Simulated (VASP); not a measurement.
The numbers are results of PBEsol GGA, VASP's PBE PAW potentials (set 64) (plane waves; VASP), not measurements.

A VASP calculation is set up with these files.

**KPOINTS**
```
k-points along high-symmetry lines
8
Line-mode
Reciprocal
  0.000000   0.000000   0.000000 ! GAMMA
 -0.500000  -0.500000   0.000000 ! Y

 -0.500000  -0.500000   0.000000 ! Y
 -0.625000  -0.375000   0.000000 ! C_0

 -0.375000   0.375000   0.000000 ! SIGMA_0
  0.000000   0.000000   0.000000 ! GAMMA

  0.000000   0.000000   0.000000 ! GAMMA
  0.500000   0.500000   0.500000 ! Z

  0.500000   0.500000   0.500000 ! Z
  0.125000   0.875000   0.500000 ! A_0

 -0.125000   0.125000   0.500000 ! E_0
  0.000000   0.000000   0.500000 ! T

  0.000000   0.000000   0.500000 ! T
 -0.500000  -0.500000   0.000000 ! Y

  0.000000   0.000000   0.000000 ! GAMMA
 -0.500000   0.000000   0.000000 ! S

 -0.500000   0.000000   0.000000 ! S
  0.000000   0.500000   0.500000 ! R

  0.000000   0.500000   0.500000 ! R
  0.500000   0.500000   0.500000 ! Z

  0.500000   0.500000   0.500000 ! Z
  0.000000   0.000000   0.500000 ! T
```

INCAR:
```
SYSTEM  =  AgRh3
PREC  =  Accurate; ENCUT  =  400; LREAL  =  .FALSE.
LASPH  =  .TRUE.; ICHARG  =  11
EDIFF  =  1E-7; NELM  =  100; ALGO  =  Normal
LMAXMIX  =  4
ISMEAR  =  0; SIGMA  =  0.05
GGA  =  PS
LWAVE  =  .FALSE.; LCHARG  =  .FALSE.; LORBIT  =  11
```

POSCAR:
```
AgRh3
1
   -0.0144540648     3.8286680081     3.8566336360
    3.8286680081    -0.0144540648     3.8566336360
    1.9071069717     1.9071069717    -0.0000000000
Rh Ag
3 1
Direct
  0.0000000000   0.0000000000   0.0000000000
  0.0000000000   0.5000000000   0.0000000000
  0.5000000000   0.0000000000   0.0000000000
  0.5000000000   0.5000000000   0.0000000000
```

POTCAR, in this order: Rh_pv Ag (PBE.64 set). Program: vasp_std. Read from the step before: CHGCAR.

The resulting files:

### OUTCAR
```
 ion  position               nearest neighbor table
   1  0.000  0.000  0.000-   2 2.72   3 2.72   2 2.72   3 2.72   2 2.72   2 2.72   3 2.72   3 2.72
                             4 2.72   4 2.72
   2  0.000  0.500  0.000-   1 2.72   4 2.72   1 2.72   4 2.72   1 2.72   1 2.72   4 2.72   4 2.72
                             3 2.72   3 2.72
   3  0.500  0.000  0.000-   1 2.72   4 2.72   4 2.72   1 2.72   4 2.72   1 2.72   1 2.72   4 2.72
                             2 2.72   2 2.72
   4  0.500  0.500  0.000-   2 2.72   3 2.72   3 2.72   2 2.72   3 2.72   2 2.72   2 2.72   3 2.72
                             1 2.72   1 2.72
  LATTYP: Found a base centered orthorhombic cell.
 ALAT       =     5.4349953574
 B/A-ratio  =     1.4191856230
 C/A-ratio  =     0.4962389785
 Subroutine PRICEL returns:
 Original cell was already a primitive cell.
 Subroutine GETGRP returns: Found  8 space group operations
The static configuration has the point symmetry D_2h.
The dynamic configuration has the point symmetry D_2h.
 Subroutine INISYM returns: Found  8 space group operations
   k-points           NKPTS =     88   k-points in BZ     NKDIM =     88   number of bands    NBANDS=     33
   number of dos      NEDOS =    301   number of ions     NIONS =      4
   total plane-waves  NPLWV =  23328
   dimension x,y,z NGX =    36 NGY =   36 NGZ =   18
   dimension x,y,z NGXF=    72 NGYF=   72 NGZF=   36
   ions per type =               3   1
...
```

File OSZICAR:
```
       N       E                     dE             d eps       ncg     rms          rms(c)
DAV:   1     0.558857268047E+03    0.55886E+03   -0.30075E+04  6264   0.158E+03
DAV:   2    -0.923197048179E+01   -0.56809E+03   -0.55808E+03  6516   0.500E+02
DAV:   3    -0.249680368654E+02   -0.15736E+02   -0.15405E+02  6087   0.906E+01
DAV:   4    -0.251648874386E+02   -0.19685E+00   -0.19312E+00  6167   0.961E+00
DAV:   5    -0.251682962401E+02   -0.34088E-02   -0.34087E-02  6181   0.134E+00
DAV:   6    -0.251684090847E+02   -0.11284E-03   -0.11284E-03  6864   0.225E-01
DAV:   7    -0.251684121353E+02   -0.30506E-05   -0.30496E-05  6194   0.351E-02
DAV:   8    -0.251684122670E+02   -0.13163E-06   -0.13117E-06  5310   0.635E-03
DAV:   9    -0.251684122704E+02   -0.34461E-08   -0.52945E-08  3524   0.134E-03
   1 F= -.25168412E+02 E0= -.25165364E+02  d E =-.609660E-02
```

**OUTCAR**
```
 val. band max:       11.1477953289   @ k =  -0.0714   0.0000   0.0000

 cond. band min:      11.1573492404   @ k =  -0.0714  -0.0714   0.0000



 k-point     1 :       0.0000    0.0000    0.0000
  band No.  band energies     occupation
      1     -35.7182      2.00000
      2     -35.4936      2.00000
      3     -35.3336      2.00000
      4     -35.2766      2.00000
      5     -35.0850      2.00000
      6     -35.0716      2.00000
      7     -35.0699      2.00000
      8     -35.0684      2.00000
      9     -35.0234      2.00000
     10       2.9627      2.00000
     11       4.3656      2.00000
     12       4.5342      2.00000
     13       4.5766      2.00000
     14       5.2247      2.00000
     15       6.6169      2.00000
     16       6.7956      2.00000
     17       6.9401      2.00000
     18       7.3589      2.00000
     19       7.6935      2.00000
     20       8.1188      2.00000
     21       8.2283      2.00000
     22       9.3945      2.00000
     23       9.4275      2.00000
     24      10.6812      2.00000
     25      10.9576      2.00000
     26      11.0813      1.94064
     27      11.1710      0.51480
     28      11.3271      0.00000
     29      11.5293      0.00000
     30      11.7239      0.00000
     31      11.9504      0.00000
     32      11.9526      0.00000
     33      13.8477      0.00000

 k-point     2 :      -0.0714   -0.0714    0.0000
  band No.  band energies     occupation
      1     -35.7112      2.00000
      2     -35.4882      2.00000
      3     -35.3320      2.00000
      4     -35.2778      2.00000
      5     -35.0918      2.00000
      6     -35.0766      2.00000
      7     -35.0697      2.00000
      8     -35.0692      2.00000
      9     -35.0234      2.00000
     10       3.0273      2.00000
     11       4.3901      2.00000
     12       4.5640      2.00000
     13       4.6134      2.00000
     14       5.2596      2.00000
     15       6.6381      2.00000
     16       6.8121      2.00000
...
```

The density is held fixed in this step, so its total energy and stress have no physical meaning.

The structure was generated: AgRh3 was put into an ordered model structure (Cmmm), which need not be its known phase. It was relaxed first.
